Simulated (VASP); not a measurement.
Wanted: the native input for a VASP 6.6.1 run.

| Item | Value |
| --- | --- |
| Task | single point |
| Functional | PBE |
| Potentials or basis | VASP PAW PBE potentials, release 64 (Be, Te, Se) |
| Cutoff | 520 eV |
| k mesh | 6 × 6 × 6 |
| Occupations | gaussian, width 0.02 eV |
| Spin | no spin polarisation |
| Further INCAR settings | ALGO = Normal; EDIFF = 1e-06; NBANDS = 26 |

The structure of Be4TeSe3 lies in POSCAR:

```
Be4TeSe3
1.0
   -2.6541400000      2.6541400000      5.3014100000
    2.6541400000     -2.6541400000      5.3014100000
    2.6541400000      2.6541400000     -5.3014100000
Be Te Se
4 1 3
Direct
    0.3666420000      0.8933660000      0.0000000000
    0.8933660000      0.3666420000      0.0000000000
    0.6333580000      0.6333580000      0.5267240000
    0.1066340000      0.1066340000      0.4732760000
    0.5000000000      0.5000000000      0.0000000000
    0.7500000000      0.2500000000      0.5000000000
    0.2500000000      0.7500000000      0.5000000000
    0.0000000000      0.0000000000      0.0000000000
```

The cell was built by a generator and needn't be a form met in nature.

These files were run (other wordings do the same):

INCAR

```
SYSTEM = Be4TeSe3
PREC = Accurate ; ENCUT = 520
EDIFF = 1E-6 ; ISMEAR = 0
SIGMA = 0.02 ; LREAL = .False.
LASPH = .True. ; NELM = 80
ALGO = Normal ; ISIF = 2
LWAVE = .False. ; LCHARG = .False.
GGA = PE ; NBANDS = 26
KPAR = 8
```

KPOINTS

```
Automatic mesh
0
Gamma
  6 6 6
  0 0 0
```

Potentials or basis: VASP PAW PBE potentials, release 64 (Be, Te, Se).

Launch:

```console
$ cat potpaw_PBE.64/Be/POTCAR potpaw_PBE.64/Te/POTCAR potpaw_PBE.64/Se/POTCAR > POTCAR
$ mpirun -np 8 vasp_std > vasp.out
```

It gave:

| Item | Value |
| --- | --- |
| Pressure | 0.0 GPa |
| Largest force | 0.004 eV/Å |
| Band gap on the k mesh | 2.33 eV, direct |

Caveat: spin-orbit coupling is left out, which moves the levels of the heavy elements.

Wall time 17 s on 8 MPI ranks on AMD EPYC 9R45 96-Core Processor (Zen 5) (shared host), peak memory 0.37 GiB a rank.
